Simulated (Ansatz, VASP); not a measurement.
# Cross-check of HfC between VASP and Ansatz

Wanted: the spread between two codes on one cell, functional and k mesh. The structure shown is the end of the Ansatz relaxation below.

Calculated with Ansatz 0.2.0; plane waves, with VASP 6.6.1 beside it; single point at LDA.

### 1. The starting structure

It takes space group Immm (No. 71, orthorhombic). Conventional cell: a = 3.216 Å, b = 3.298 Å, c = 4.560 Å, α = 90.00°, β = 90.00°, γ = 90.00°. Nearest to C lie 6 Hf at 2.28 to 2.30 Å. Hf has 6 C at 2.28 to 2.30 Å nearest. Farther neighbours are not listed.

### 2. Ansatz: relaxation, LDA

Ansatz runs on its PAW soft_1 files.

This run makes the geometry at which the two programs are then compared.

File input.yaml:

```yaml
crystal:
  lattice:
    - [0.0260273599, 2.30607269, 2.2832159635]
    - [2.30607269, 0.0260273599, 2.2832159635]
    - [2.3321000499, 2.3321000499, 0.0]
  atoms:
    - { symbol: C, position: [0.0, 0.0, 0.0] }
    - { symbol: Hf, position: [0.5, 0.5, 0.5] }
  conventional_axes: [[0, 0, 1], [1, -1, 0], [1, 1, -1]]
kpoints:
  mp_grid: { grid: [16, 16, 16] }
hamiltonian:
  xc: lda
  pseudopotentials: { kind: paw, azcp: { folder: soft_1 }, xc_functional: pbe }
scf:
  occupations: { method: methfessel_paxton, width: 0.2 }
output:
  forces: true
  stress: true
  eigenvalues: true
relax:
  adjacent_minimum: "off"
  f_tol: 0.001
  max_steps: 60
  cell: { stress_tol: 0.01, fix: [a, angles] }
```

The run is started by

```
> ansatz run input.yaml --threads 4 --pin off --max-ram 10240MiB --backend cpu --events-out ev --progress --plain --runs-dir out
```

Numbers of over 12 decimals in the logs are rounded to 6 here.

What it wrote:

```text
Engine: ansatz 0.2.0, aarch64-unknown-linux-gnu
Pseudopotentials: kind: paw
Pseudopotential: C, paw, valence charge 4, recommended cutoff 420 eV (normal), soft_1/C.paw.azcp
Pseudopotential: Hf, paw, valence charge 26, recommended cutoff 420 eV (normal), soft_1/Hf.paw.azcp
Functional definition: SPW92
  exchange = slater_x
  correlation = pw_c
Crystal: 2 atoms, lattice volume = 24.281 Å³
Basis set: ecut = 420 eV, 487 PW (Γ)
Bands: 19, of which v1, the nominal top of the filled ones, is band 15 counted from 1 (14 counted from 0)
Symmetry: 8 space group operations
Space group: Immm (ITA 71), of the structure as read, at distance tolerance 2.9e-5 Å
k-points: 621 of 4096
Non-local potential: C, projectors of the file, l = 0: 2, l = 1: 2, l = 2: 1
Non-local potential: Hf, projectors of the file, l = 0: 3, l = 1: 2, l = 2: 2, l = 3: 3
PAW form: soft (Blöchl's): semilocal exchange-correlation on the pseudo side does not see the compensation charge
PAW frozen core: C, regenerated for the run's functional, and the local potential with it (the file was generated under x = pbe(κ = 0.804, μ = 0.219515), c = pbe(β = 0.066725))
PAW frozen core: Hf, regenerated for the run's functional, and the local potential with it (the file was generated under x = pbe(κ = 0.804, μ = 0.219515), c = pbe(β = 0.066725))
PAW one-centre angular grid: C, 110 points (default); XC on 64 Gauss nodes
PAW one-centre angular grid: Hf, 590 points (default); XC on 64 Gauss nodes
Initial density: superposition of atomic densities (chi_scale 0.1, normalization cell, long waves kept (reshape's long-wave potential 0.00 eV rms))
Initial wavefunctions: pseudopotential atomic-orbital guess
Functional: x = slater, c = lda
SCF iter   1: F=—  HF=-15723.130318 eV  |F-HF|=—  |Δ(HF+E_count)|=         —  Δρ=9.01e-2  dr2=2.67e0  ethr=3.10e-3  ⟨swp⟩=4.8  Hψ=51681  notcnv=0
preconditioner: auto → Kerker (q_TF=auto, 2.826 Å⁻¹)  [metal: Δε(μ)=0.016 eV  Ē_g=17.706 eV  σ=0.200 eV  W_gap=0.07  n_scr=14 (ndim 8)  ℏωp=39.9 eV  f_vac=0.000  D(μ)=0.20/eV (n_scr^D=0)]
SCF iter   2: F=—  HF=-15722.564344 eV  |F-HF|=—  |Δ(HF+E_count)|=   5.66e-1  S|Δr|=    0.00e0  Δρ=3.23e-2  dr2=2.54e-1  ethr=3.10e-3  ⟨swp⟩=2.1  Hψ=20546  notcnv=0  defer=3
SCF iter   3: F=—  HF=-15722.506342 eV  |F-HF|=—  |Δ(HF+E_count)|=   5.80e-2  S|Δr|=    0.00e0  Δρ=1.38e-2  dr2=2.86e-2  ethr=8.45e-4  ⟨swp⟩=2.0  Hψ=20993  notcnv=0
SCF iter   4: F=—  HF=-15722.499219 eV  |F-HF|=—  |Δ(HF+E_count)|=   7.12e-3  S|Δr|=    0.00e0  Δρ=7.70e-3  dr2=6.98e-3  ethr=9.54e-5  ⟨swp⟩=2.1  Hψ=21090  notcnv=0
SCF iter   5: F=—  HF=-15722.498559 eV  |F-HF|=—  |Δ(HF+E_count)|=   6.60e-4  S|Δr|=    0.00e0  Δρ=1.53e-3  dr2=3.12e-4  ethr=2.33e-5  ⟨swp⟩=2.1  Hψ=17977  notcnv=0
SCF iter   6: F=—  HF=-15722.498484 eV  |F-HF|=—  |Δ(HF+E_count)|=   7.55e-5  S|Δr|=    0.00e0  Δρ=2.70e-4  dr2=1.81e-5  ethr=1.04e-6  ⟨swp⟩=2.9  Hψ=21642  notcnv=0
SCF iter   7: F=—  HF=-15722.498487 eV  |F-HF|=—  |Δ(HF+E_count)|=   2.90e-6  S|Δr|=    0.00e0  Δρ=7.54e-5  dr2=1.02e-6  ethr=6.03e-8  ⟨swp⟩=2.3  Hψ=21905  notcnv=0
SCF iter   8: F=-15722.498486 eV  HF=-15722.498486 eV  |F-HF|=5.41e-9  |Δ(HF+E_count)|=   5.52e-8  S|Δr|=    0.00e0  Δρ=1.32e-5  dr2=2.29e-8  ethr=3.33e-10  ⟨swp⟩=8.7  Hψ=76210  notcnv=0
SCF 1 converged in 8 iterations: F = -15722.498486 eV  dr2 = 2.29e-8
  greatest PAW one-centre occupation: 0.998 electrons in one spin orbital (limit 2), on the Hf atom at site 1 (counted from 0), in its partial waves of l = 3
relax step   1: F+E_penalty+E_count = -15722.49848645 eV  Δ(F+E_penalty+E_count) = +0.000e0 eV  max|allowed force component| = 1.262e-29 eV/Å  Δτ_max = 0.0000 Å  P = -3.907 GPa  Ω = 24.281 Å³  fix = [a, alpha, beta, gamma]  reactions: a -9.240 GPa  (8 SCF iters, dr2 threshold 1.00e-7 eV, accepted)
[...]
relax step   5: F+E_penalty+E_count = -15722.49900732 eV  Δ(F+E_penalty+E_count) = -1.020e-6 eV  max|allowed force component| = 2.495e-29 eV/Å  Δτ_max = 0.0000 Å  P = -2.920 GPa  Ω = 24.185 Å³  energy of the carried Pulay correction = +1.300e-4 eV  fix = [a, alpha, beta, gamma]  reactions: a -8.762 GPa  (4 SCF iters, dr2 threshold 2.05e-9 eV, accepted)
[...]
relax step   6: F+E_penalty+E_count = -15722.49887619 eV  Δ(F+E_penalty+E_count) = +1.311e-4 eV  max|allowed force component| = 7.553e-29 eV/Å  Δτ_max = 0.0000 Å  P = -2.927 GPa  Ω = 24.185 Å³  fix = [a, alpha, beta, gamma]  reactions: a -8.765 GPa  stress off target by 1.05e-2 GPa on what of the cell is left free  SCF on the basis re-selected at this cell (its energy is not comparable with the rows above)  (6 SCF iters)
[...]
relax step   7: F+E_penalty+E_count = -15722.49887699 eV  Δ(F+E_penalty+E_count) = -7.997e-7 eV  max|allowed force component| = 3.155e-30 eV/Å  Δτ_max = 0.0000 Å  P = -2.921 GPa  Ω = 24.184 Å³  energy of the carried Pulay correction = +7.822e-7 eV  fix = [a, alpha, beta, gamma]  reactions: a -8.762 GPa  (3 SCF iters, dr2 threshold 2.75e-10 eV, accepted)
[...]
relax step   8: F+E_penalty+E_count = -15722.49887609 eV  Δ(F+E_penalty+E_count) = +8.954e-7 eV  max|allowed force component| = 5.206e-29 eV/Å  Δτ_max = 0.0000 Å  P = -2.921 GPa  Ω = 24.184 Å³  fix = [a, alpha, beta, gamma]  reactions: a -8.762 GPa  stress off target by 3.16e-4 GPa on what of the cell is left free  SCF on the basis re-selected at this cell (its energy is not comparable with the rows above)  (5 SCF iters)
basis re-selected at this cell: Δ(F+E_penalty+E_count) = +8.954e-7 eV, ΔP = -0.000 GPa vs the last step (what re-selecting the basis moved, of the pressure what is left beyond the Pulay correction that the steps carried, after the strain that the cell walked since its last selection, with what the two solves' SCF thresholds leave and, on support functions, any second-order correction that the steps lacked; it is no m [...]
SCF converged after 5 iterations
Stability not checked: this state was not tested for a lower state beside it, because cold or Methfessel-Paxton smearing, or corrected tetrahedra, fill the levels in a way that the test cannot read (fill_not_monotonic; see scf.lower_state_search)
Free energy (F): -15722.498876 eV
Harris-Foulkes:  -15722.498876 eV  (|F-HF|=5.46e-12)
Internal energy: -15722.498465 eV  (E = F + TS)
E sigma→0 (E₀):  -15722.498773 eV
Entropy (-TS):   -0.000411 eV (-0.205 meV/atom)
Fermi energy:    19.029985 eV
--- Per-component energies (eV) ---
  E_band       = 81.363371
  E_kinetic    = 496.314283
  E_local      = -6135.614979  (includes V_loc(G=0)·N_el)
  E_nonlocal   = 99.360629
  E_hartree    = 3007.358845
  E_xc         = -312.637314
  E_vxc        = -314.809079  (∫ρ·V_xc dr)
  E_paw        = -7548.428159  (= ΣΔE_a)
  E_vpaw       = -78.605298  (= ΣTr[D̂ρ^β])
  E_aug_tail   = 0.000115  (compensation charges beyond the density's cutoff)
  E_ewald      = -5331.371806
  E_core_change = 2.519920  (= ΣΔE_core)
  E_smearing   = -0.000411  (= −TS)
  E_closure    = -0.000000  (closes the sum)
  Σ components = -15722.498876   (vs F -15722.498876, Δ=0.00e0)
--- Forces (eV/Å), atoms counted from 1 ---
  atom   1  C      0.00000000     0.00000000     0.00000000
  atom   2  Hf     0.00000000     0.00000000    -0.00000000
  max |Σ_I F_I| component: 9.78e-29 eV/Å
--- Stress (GPa, compression-positive) ---
       -4.381107      -4.380791       0.000000
       -4.380791      -4.381107      -0.000000
        0.000000      -0.000000      -0.000048
  P = ⅓ Tr σ = -2.9208 GPa (-29.208 kbar)
--- Band table (eV; the first three rows and the last of 621) ---
  k-point 0: bands = [... 11 lower, 8.1606, 20.0245, 20.0846, 20.1598, 20.1874, 20.3578, 20.4566, 22.3684]
  k-point 1: bands = [... 11 lower, 8.1601, 19.1820, 19.5179, 19.6216, 20.5322, 20.7018, 20.8630, 22.8970]
  k-point 2: bands = [... 11 lower, 8.1603, 18.1203, 18.6803, 18.7878, 20.8725, 21.0481, 21.3508, 23.9983]
  k-point 620: bands = [... 11 lower, 8.5815, 16.5841, 17.0192, 18.8622, 19.1141, 24.4625, 25.9045, 25.9289]
--- Relaxed structure (6 steps of the walk, 6 accepted, 2 SCFs on fresh bases) ---
  F+E_penalty+E_count = -15722.49887609 eV   max|allowed force component| = 5.206e-29 eV/Å   (the final SCF, on the basis selected at the relaxed cell)
  cell:  # Å, volume = 24.1845 Å³
    - [0.029021, 2.303079, 2.280124]
    - [2.303079, 0.029021, 2.280124]
    - [2.3321000499, 2.3321000499, 0.0]
  atoms:
    - { symbol: C, position: [0, 0, 0] }
    - { symbol: Hf, position: [0.500000, 0.500000, 0.500000] }
```

### 3. VASP: single point, LDA, pair 1

The same cell, functional (in two slightly different forms), mesh and smearing now go to VASP, with its own data sets.

Lines of VASP's logs that name or quote its potential files are left out, and so is its time.

File INCAR:

```
SYSTEM = HfC
PREC = Accurate
ENCUT = 600
EDIFF = 1E-06
NELM = 120
ISMEAR = 1
SIGMA = 0.2
LREAL = .FALSE.
ALGO = Normal
GGA = CA
NBANDS = 13
LASPH = .TRUE.
LORBIT = 11
LWAVE = .FALSE.
LCHARG = .FALSE.
ISIF = 2
GGA_COMPAT = .FALSE.
KPAR = 2
```

File POSCAR:

```
HfC
1.0
    0.0290210776      2.3030789723      2.2801236353
    2.3030789723      0.0290210776      2.2801236353
    2.3321000499      2.3321000499      0.0000000000
C Hf
1 1
Direct
    0.0000000000      0.0000000000      0.0000000000
    0.5000000000      0.5000000000      0.5000000000
```

File KPOINTS:

```
Automatic mesh
0
Gamma
16 16 16
0 0 0
```

PAW data sets: C and Hf_pv (LDA family, release 64).

The run is started by

```
> mpirun -np 2 vasp_std
```

What it wrote:

```text
[banner, memory and clock lines left out]
running    2 mpi-ranks, on    1 nodes
 distrk:  each k-point on    1 cores,    2 groups
 distr:  one band on    1 cores,    1 groups

 POSCAR found type information on POSCAR C Hf
 POSCAR found :  2 types and       2 ions
 LDA part: xc-table for (Slater(with rela. corr.)+CA(PZ))
 , standard interpolation
 POSCAR, INCAR and KPOINTS ok, starting setup
 FFT: planning ... GRIDC
 FFT: planning ... GRID_SOFT
 FFT: planning ... GRID
 WAVECAR not read
 entering main loop
       N       E                     dE             d eps       ncg     rms          rms(c)
DAV:   1     0.234811608636E+02    0.23481E+02   -0.86383E+03 16178   0.119E+03
DAV:   2    -0.242982218159E+02   -0.47779E+02   -0.44738E+02 20443   0.219E+02
DAV:   3    -0.260195727705E+02   -0.17214E+01   -0.17108E+01 20260   0.296E+01
DAV:   4    -0.260295299046E+02   -0.99571E-02   -0.99556E-02 17956   0.267E+00
DAV:   5    -0.260296013633E+02   -0.71459E-04   -0.71457E-04 20590   0.207E-01    0.621E+01
DAV:   6    -0.229801661454E+02    0.30494E+01   -0.13913E+01 18661   0.197E+01    0.440E+01
DAV:   7    -0.229056603223E+02    0.74506E-01   -0.63099E-01 18791   0.554E+00    0.252E+01
DAV:   8    -0.228899427341E+02    0.15718E-01   -0.65497E-02 19746   0.197E+00    0.572E+00
DAV:   9    -0.228839786513E+02    0.59641E-02   -0.27757E-02 19251   0.887E-01    0.190E+00
DAV:  10    -0.228834996757E+02    0.47898E-03   -0.18424E-03 19537   0.313E-01    0.624E-02
DAV:  11    -0.228834986887E+02    0.98699E-06   -0.81323E-05 19426   0.805E-02    0.649E-02
DAV:  12    -0.228834984589E+02    0.22981E-06   -0.19410E-06 18368   0.117E-02
   1 F= -.22883498E+02 E0= -.22883359E+02  d E =-.416880E-03
```

(Part 1 of 2 ends here.)

[Lines on the potential files, build, host, timing and source positions are cut from VASP's logs without a mark.]

[Logs are printed without paths, hosts, clocks, repeated set-up lines and the standing remarks that a program may print on its own settings, such as how far it seeks lower states.]

[Hosts, paths, dates, database ids (printed as entryN), source tags and the programs' standing remarks are cut or masked in the printed files.]
